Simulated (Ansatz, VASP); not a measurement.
# Cross-check of Co (Cobalt) between VASP and Ansatz, part 2 of 2

Aim: how closely do two programs agree when they are given the same cell, functional and k mesh? The cell is taken from a series of runs on this material, whose earlier steps may have relaxed, scaled, displaced or heated it; both programs get it as it stands.

VASP 6.6.1 and Ansatz 0.2.0.

So far: The starting structure; Ansatz: relaxation of cell and atoms, RPBE.

## 3. VASP: relaxation of cell and atoms, RPBE

Level of this step: RPBE, spin-polarised from a ferromagnetic start; plane waves and PAW (Co) (VASP).

The same cell, functional, mesh and smearing now go to VASP, with its own data sets.

Lines of VASP's logs that name or quote its potential files are left out, and so is its time.

The input, INCAR:

```
SYSTEM = Co
PREC = Accurate
ENCUT = 600
EDIFF = 1E-07
NELM = 200
ISMEAR = 0
SIGMA = 0.1
LREAL = .FALSE.
ALGO = Normal
GGA = RP
NBANDS = 18
ISPIN = 2
MAGMOM = 1.71 1.71
LASPH = .TRUE.
LMAXMIX = 4
LORBIT = 11
LWAVE = .FALSE.
LCHARG = .FALSE.
ISIF = 3
IBRION = 2
NSW = 80
EDIFFG = -0.005
GGA_COMPAT = .FALSE.
NELMIN = 4
```

The input, POSCAR:

```
Co
1.0
    2.5074000000      0.0000000000      0.0000000000
   -1.2537000000      2.1714720000      0.0000000000
    0.0000000000      0.0000000000      4.0699000000
Co
2
Direct
    0.3333333333      0.6666666667      0.2500000000
    0.6666666667      0.3333333333      0.7500000000
```

The input, KPOINTS:

```
Automatic mesh
0
Gamma
18 18 10
0 0 0
```

The projector-augmented-wave data sets are Co (PBE family, release 64).

Run with:

```sh
mpirun -np 1 vasp_std
```

Numbers of over 12 decimals in the logs are rounded to 6 here.

Log:

```text
[banner, memory and clock lines left out]
running    1 mpi-ranks, on    1 nodes
 distrk:  each k-point on    1 cores,    1 groups
 distr:  one band on    1 cores,    1 groups

 POSCAR found type information on POSCAR Co
 POSCAR found :  1 types and       2 ions
|                                                                             |
|               ----> ADVICE to this user running VASP <----                  |
|                                                                             |
|     You enforced a specific xc type in the INCAR file but a different       |
|     [... a line on the potential file left out ...]
|     I HOPE YOU KNOW WHAT YOU ARE DOING!                                     |
|                                                                             |

 LDA part: xc-table for (Slater+PW92), standard interpolation
 POSCAR, INCAR and KPOINTS ok, starting setup
 FFT: planning ... GRIDC
 FFT: planning ... GRID_SOFT
 FFT: planning ... GRID
 WAVECAR not read
 entering main loop
       N       E                     dE             d eps       ncg     rms          rms(c)
DAV:   1     0.888553359453E+02    0.88855E+02   -0.88886E+03 16640   0.146E+03
DAV:   2    -0.112124369129E+02   -0.10007E+03   -0.90865E+02 16022   0.238E+02
DAV:   3    -0.149082832731E+02   -0.36958E+01   -0.35618E+01 17828   0.591E+01
DAV:   4    -0.149631144354E+02   -0.54831E-01   -0.54796E-01 20110   0.608E+00
DAV:   5    -0.149644426949E+02   -0.13283E-02   -0.13282E-02 18238   0.880E-01    0.142E+01
DAV:   6    -0.134546860898E+02    0.15098E+01   -0.89291E+00 17006   0.614E+01    0.715E+00
DAV:   7    -0.130633102433E+02    0.39138E+00   -0.13615E+00 18352   0.226E+01    0.379E+00
DAV:   8    -0.130465831576E+02    0.16727E-01   -0.18941E-02 20680   0.148E+00    0.181E+00
DAV:   9    -0.130324915192E+02    0.14092E-01   -0.40309E-03 24424   0.116E+00    0.517E-01
DAV:  10    -0.130325839205E+02   -0.92401E-04   -0.20448E-03 22654   0.640E-01    0.122E-01
DAV:  11    -0.130326725853E+02   -0.88665E-04   -0.12392E-04 21010   0.128E-01    0.335E-02
DAV:  12    -0.130326725690E+02    0.16307E-07   -0.55950E-06 19972   0.268E-02    0.161E-02
DAV:  13    -0.130326733347E+02   -0.76570E-06   -0.21296E-06 22002   0.204E-02    0.740E-03
DAV:  14    -0.130326726675E+02    0.66716E-06   -0.38007E-07 17134   0.579E-03    0.102E-03
DAV:  15    -0.130326724332E+02    0.23431E-06   -0.15156E-08  8636   0.172E-03    0.986E-04
DAV:  16    -0.130326724741E+02   -0.40877E-07   -0.42670E-09  8442   0.868E-04
   1 F= -.13032672E+02 E0= -.13028359E+02  d E =-.130327E+02  mag=     3.2193
[...]
2 F= -.13032738E+02 E0= -.13028337E+02  d E =-.651874E-04  mag=     3.2252
[...]
3 F= -.13032874E+02 E0= -.13028516E+02  d E =-.201254E-03  mag=     3.2223
[...]
4 F= -.13032874E+02 E0= -.13028515E+02  d E =-.201074E-03  mag=     3.2224
[...]
5 F= -.13032839E+02 E0= -.13028460E+02  d E =-.166144E-03  mag=     3.2238
[...]
6 F= -.13032873E+02 E0= -.13028514E+02  d E =-.200975E-03  mag=     3.2224
 curvature:  -0.00 expect dE=-0.356E-07 dE for cont linesearch -0.145E-09
 ZBRENT: accuracy reached
 trial: gam= 0.07157 g(F)=  0.119E-46 g(S)=  0.427E-04 ort =-0.115E-04 (trialstep = 0.913E+00)
 search vector abs. value=  0.449E-04
 bond charge predicted
       N       E                     dE             d eps       ncg     rms          rms(c)
DAV:   1    -0.130330076144E+02   -0.13413E-03   -0.33321E-03 17380   0.491E-01    0.765E-02
DAV:   2    -0.130329234408E+02    0.84174E-04   -0.17338E-04 19850   0.259E-01    0.444E-02
DAV:   3    -0.130329019825E+02    0.21458E-04   -0.34125E-05 19892   0.105E-01    0.296E-02
DAV:   4    -0.130328951058E+02    0.68767E-05   -0.53407E-06 18898   0.222E-02    0.835E-03
DAV:   5    -0.130328944276E+02    0.67824E-06   -0.89251E-07 20976   0.133E-02    0.211E-03
DAV:   6    -0.130328942805E+02    0.14712E-06   -0.87807E-08  9248   0.514E-03    0.108E-03
DAV:   7    -0.130328942465E+02    0.33997E-07   -0.36131E-08  8096   0.176E-03
   7 F= -.13032894E+02 E0= -.13028542E+02  d E =-.207971E-04  mag=     3.2216
 trial-energy change:   -0.000021  1 .order   -0.000020   -0.000038   -0.000003
 step:   0.9817(harm=  0.9817)  dis= 0.00000  next Energy=   -13.032894 (dE=-0.206E-04)
 reached required accuracy - stopping structural energy minimisation
```

From OUTCAR (step 3):

```text
ion  position               nearest neighbor table
   1  0.333  0.667  0.250-   2 2.50   2 2.50   2 2.50   2 2.50   2 2.50   2 2.50
   2  0.667  0.333  0.750-   1 2.50   1 2.50   1 2.50   1 2.50   1 2.50   1 2.50

  LATTYP: Found a hexagonal cell.
 ALAT       =     2.5074000000
 C/A-ratio  =     1.6231554598

 Subroutine GETGRP returns: Found 24 space group operations
 (whereof 12 operations were pure point group operations)

The static configuration has the point symmetry D_3d.
 The point group associated with its full space group is D_6h.

 Found    222 irreducible k-points:

   k-points           NKPTS =    222   k-points in BZ     NKDIM =    222   number of bands    NBANDS=     18

   dimension x,y,z NGX =    20 NGY =   20 NGZ =   36
   dimension x,y,z NGXF=    40 NGYF=   40 NGZF=   72

   ENCUT  =  600.0 eV  44.10 Ry    6.64 a.u.   5.01  5.01  8.13*2*pi/ulx,y,z

   NELECT =      18.0000    total number of electrons

 k-points in reciprocal lattice and weights: Automatic mesh
   0.00000000  0.00000000  0.00000000       0.000
   0.05555556  0.00000000  0.00000000       0.002
   0.11111111  0.00000000  0.00000000       0.002
   0.16666667  0.00000000  0.00000000       0.002
   0.22222222  0.00000000  0.00000000       0.002
   0.27777778  0.00000000  0.00000000       0.002
   0.33333333  0.00000000  0.00000000       0.002
   0.38888889 -0.00000000  0.00000000       0.002
   0.44444444  0.00000000  0.00000000       0.002
[...]
0.33333333  0.27777778  0.50000000       0.004
   0.33333333  0.33333333  0.50000000       0.001

 average (electrostatic) potential at core
       1 -78.6610       2 -78.6610

 E-fermi :  10.0686

 spin component 1
 k-point     1 :       0.0000    0.0000    0.0000
  band No.  band energies     occupation
    ...
      8       8.1013      1.00000
      9       8.1013      1.00000
     10       9.1479      1.00000
     11       9.1479      1.00000
     12      10.0083      0.80338
     13      16.1941      0.00000
     14      31.8402      0.00000
     15      34.2467      0.00000
     16      34.2467      0.00000
     17      34.8814      0.00000
    ...

 k-point     2 :       0.0556    0.0000    0.0000
  band No.  band energies     occupation
    ...
      7       7.8147      1.00000
      8       8.0494      1.00000
      9       8.0705      1.00000
     10       8.7123      1.00000
     11       9.1611      1.00000
     12      10.5691      0.00000
     13      16.2138      0.00000
     14      30.9927      0.00000
     15      32.7096      0.00000
     16      32.9825      0.00000
    ...

 k-point     3 :       0.1111    0.0000    0.0000
  band No.  band energies     occupation
    ...
      7       7.7893      1.00000
      8       7.9401      1.00000
      9       7.9866      1.00000
     10       8.2586      1.00000
     11       9.1947      1.00000
     12      11.5049      0.00000
     13      16.2773      0.00000
     14      28.6741      0.00000
     15      31.3445      0.00000
     16      31.9023      0.00000
    ...

 k-point     4 :       0.1667    0.0000    0.0000
  band No.  band energies     occupation
    ...
      7       7.8908      1.00000
      8       7.9327      1.00000
      9       8.0723      1.00000
     10       8.1365      1.00000
     11       9.2362      1.00000
     12      12.5634      0.00000
     13      16.3969      0.00000
     14      26.1065      0.00000
     15      29.8035      0.00000
     16      31.2924      0.00000
    ...

 k-point     5 :       0.2222    0.0000    0.0000
  band No.  band energies     occupation
    ...
      7       7.9407      1.00000
      8       8.1764      1.00000
      9       8.1853      1.00000
     10       8.3856      1.00000
     11       9.2757      1.00000
     12      13.7150      0.00000
     13      16.5846      0.00000
     14      23.6108      0.00000
     15      28.4044      0.00000
     16      30.5628      0.00000
    ...

 k-point     6 :       0.2778    0.0000    0.0000
  band No.  band energies     occupation
    ...
      7       7.8181      1.00000
      8       8.4942      1.00000
      9       8.5310      1.00000
     10       8.6628      1.00000
     11       9.3081      1.00000
     12      14.9476      0.00000
     13      16.8161      0.00000
     14      21.3148      0.00000
     15      27.1774      0.00000
     16      28.7540      0.00000
    ...

  Total       -0.0018142     -0.0018142     -0.0041511      0.0000000      0.0000000      0.0000000
  in kB       -0.1307255     -0.1307254     -0.2991189      0.0000000      0.0000000      0.0000000
  external PRESSURE =      -0.1868566 kB  Pullay stress =       0.0000000 kB

  energy-cutoff  :      600.00
  volume of cell :       22.23
      direct lattice vectors                 reciprocal lattice vectors
     2.512260899  0.000000000 -0.000000000     0.398047830  0.229813032  0.000000000
    -1.256130450  2.175681662 -0.000000000    -0.000000000  0.459626065  0.000000000
     0.000000000 -0.000000000  4.067936369     0.000000000  0.000000000  0.245824887

 POSITION                                       TOTAL-FORCE (eV/Angst)
 -----------------------------------------------------------------------------------
     -0.00000      1.45045      1.01698        -0.000000      0.000000     -0.000000
      1.25613      0.72523      3.05095         0.000000     -0.000000      0.000000
 -----------------------------------------------------------------------------------
    total drift:                                0.000000     -0.000000     -0.000000

  FREE ENERGIE OF THE ION-ELECTRON SYSTEM (eV)
  ---------------------------------------------------
  free  energy   TOTEN  =       -13.0328942465 eV

  energy  without entropy=      -13.0241897818  energy(sigma->0) =      -13.02854201

 reached required accuracy - stopping structural energy minimisation

 total charge
# of ion       s       p       d       tot
------------------------------------------
    1        0.480   0.501   7.246   8.228
    2        0.480   0.501   7.246   8.228
--------------------------------------------------
tot          0.960   1.003  14.493  16.455

 magnetization (x)
# of ion       s       p       d       tot
------------------------------------------
    1       -0.017  -0.061   1.719   1.641
    2       -0.017  -0.061   1.719   1.641
--------------------------------------------------
tot         -0.033  -0.122   3.437   3.282

[... 6 further parts left out ...]
```

## 4. Differences

Known differences besides the potentials themselves: VASP starts from the moments at which Ansatz ended; the data sets hold 34 valence electrons in Ansatz (on its default PAW (the set named soft_2) files) and 18 in VASP; the cutoff is 420 eV in Ansatz and 600 eV in VASP; Ansatz makes its cores anew for this functional, VASP keeps those of its PBE data sets; Ansatz adds a Pulay correction to the stress that steers its cell, VASP none; site moments are counted in spheres of each program's own size. Total energies have different zeros and are not compared.

Both answers:

```tsv
quantity	Ansatz	VASP	difference
volume (Å³)	22.30	22.23	+0.28 %
edge a after relaxation, in the typed setting (Å)	2.514	2.512	+0.08 %
edge c after relaxation, in the typed setting (Å)	4.073	4.068	+0.12 %
total moment (μB)	3.24	3.22	+0.02
moment on Co1 (μB)	1.71	1.64	+0.07
moment on Co2 (μB)	1.71	1.64	+0.07
```

## 5. Results

| Quantity | Value |
| --- | --- |
| difference in volume (relaxation of cell and atoms, RPBE) | 0.28 % |

**Reading.** The difference in volume is 0.28 % (relaxation of cell and atoms, RPBE), within the 1.2 % picked in this series as the mark of a large difference, as far as the stopping tolerances let one tell. The data sets hold unlike numbers of valence electrons (34 in Ansatz and 18 in VASP), so part of the differences comes from the potentials. How closely two codes agree says nothing of how well the functional describes the real material.

[Lines on the potential files, build, host, timing and source positions are cut from VASP's logs without a mark.]

[Logs are printed without paths, hosts, clocks, repeated set-up lines and the standing remarks that a program may print on its own settings, such as how far it seeks lower states.]

[Hosts, paths, dates, database ids (printed as entryN), source tags and the programs' standing remarks are cut or masked in the printed files.]
